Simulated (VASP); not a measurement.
Output of a VASP run:

### OSZICAR
```
       N       E                     dE             d eps       ncg     rms          rms(c)
DAV:   1     0.599116787505E+03    0.59912E+03   -0.35831E+04  7838   0.213E+03
DAV:   2    -0.135509246918E+02   -0.61267E+03   -0.60301E+03  7790   0.705E+02
DAV:   3    -0.427228348041E+02   -0.29172E+02   -0.27744E+02  8388   0.154E+02
DAV:   4    -0.435482816849E+02   -0.82545E+00   -0.80923E+00  8224   0.225E+01
DAV:   5    -0.435624669929E+02   -0.14185E-01   -0.14008E-01  7600   0.199E+00    0.424E+01
DAV:   6    -0.407673969915E+02    0.27951E+01   -0.27836E+01  6974   0.338E+01    0.125E+01
DAV:   7    -0.403505576507E+02    0.41684E+00   -0.59267E+00  8000   0.178E+01    0.127E+01
DAV:   8    -0.402843334119E+02    0.66224E-01   -0.81125E-01  6878   0.839E+00    0.416E+00
DAV:   9    -0.402455986582E+02    0.38735E-01   -0.55552E-01  6636   0.704E+00    0.143E+00
DAV:  10    -0.402305157688E+02    0.15083E-01   -0.64501E-02  6798   0.264E+00    0.320E-01
DAV:  11    -0.402304216120E+02    0.94157E-04   -0.59353E-03  7638   0.621E-01    0.120E-01
DAV:  12    -0.402303109836E+02    0.11063E-03   -0.68533E-04  6752   0.318E-01    0.234E-02
DAV:  13    -0.402303114596E+02   -0.47599E-06   -0.49056E-05  8104   0.587E-02    0.876E-03
DAV:  14    -0.402303109649E+02    0.49467E-06   -0.23865E-06  6966   0.118E-02    0.246E-03
DAV:  15    -0.402303108054E+02    0.15949E-06   -0.21163E-07  4412   0.329E-03    0.834E-04
DAV:  16    -0.402303107795E+02    0.25876E-07   -0.14707E-08  2996   0.256E-03
   1 F= -.40230311E+02 E0= -.40229686E+02  d E =-.187455E-02
```

OUTCAR:
```
------------------------ aborting loop because EDIFF is reached ----------------------------------------
  FORCE on cell =-STRESS in cart. coord.  units (eV):
  Direction    XX          YY          ZZ          XY          YZ          ZX
  --------------------------------------------------------------------------------------
  Total       -0.2056204     -0.2056204      2.6547670      0.0000000      0.0000000      0.0000000
  in kB       -4.6750020     -4.6750020     60.3589884      0.0000000      0.0000000      0.0000000
  external PRESSURE =      17.0029948 kB  Pullay stress =       0.0000000 kB
  volume of cell :       70.47
      direct lattice vectors                 reciprocal lattice vectors
     4.130459274  0.000000000  0.000000000     0.242103828  0.000000000  0.000000000
     0.000000000  4.130459274  0.000000000     0.000000000  0.242103828  0.000000000
     0.000000000  0.000000000  4.130459274     0.000000000  0.000000000  0.242103828
 POSITION                                       TOTAL-FORCE (eV/Angst)
 -----------------------------------------------------------------------------------
      0.00000      0.00000      0.00000         0.000000      0.000000     -0.051593
      2.06523      2.06523      1.86523         0.000000     -0.000000      2.646484
      0.00000      2.06523      2.06523        -0.000000      0.000000      0.201832
      2.06523      0.00000      2.06523         0.000000      0.000000      0.201832
      2.06523      2.06523      0.00000         0.000000      0.000000     -2.998556
 -----------------------------------------------------------------------------------
    total drift:                                0.000000      0.000000     -0.000228
  FREE ENERGIE OF THE ION-ELECTRON SYSTEM (eV)
  ---------------------------------------------------
  free  energy   TOTEN  =       -40.2303107795 eV

  energy  without entropy=      -40.2284362317  energy(sigma->0) =      -40.22968593
```
(Selected blocks of OUTCAR.)

POSCAR:
```
ErBRh3
1
    4.1304592745     0.0000000000     0.0000000000
    0.0000000000     4.1304592745     0.0000000000
    0.0000000000     0.0000000000     4.1304592745
Er B Rh
1 1 3
Direct
  0.0000000000   0.0000000000   0.0000000000
  0.5000000000   0.5000000000   0.4515792345
  0.0000000000   0.5000000000   0.5000000000
  0.5000000000   0.0000000000   0.5000000000
  0.5000000000   0.5000000000   0.0000000000
```

Problem. Write an INCAR and KPOINTS that could have produced this output.

Solution. One answer among several that fit: the input of the run itself, PBEsol GGA, plane waves, VASP's PBE PAW potentials (set 64).

INCAR:
```
SYSTEM  =  ErBRh3
PREC  =  Accurate; ENCUT  =  600; LREAL  =  .FALSE.
LASPH  =  .TRUE.
EDIFF  =  1E-7; NELM  =  100; ALGO  =  Normal
LMAXMIX  =  6
ISMEAR  =  1; SIGMA  =  0.1
GGA  =  PS
ISIF  =  2
LWAVE  =  .FALSE.; LCHARG  =  .FALSE.
```

**KPOINTS**
```
Automatic mesh
0
Gamma
8 8 8
0 0 0
```

POTCAR, in this order: Er_3 B Rh_pv (PBE.64 set). Program: vasp_std.

The 4f electrons are frozen in the core of the lanthanide potential, so 4f levels, which can set the real gap, and their magnetism are missing.

The structure comes from a computed database's ErBRh3 entry (Pm-3m); how it stands against other phases isn't given here. This cell was strained or had an atom moved on purpose. The electron count is odd and the run is not spin-polarised, which forces a metal.
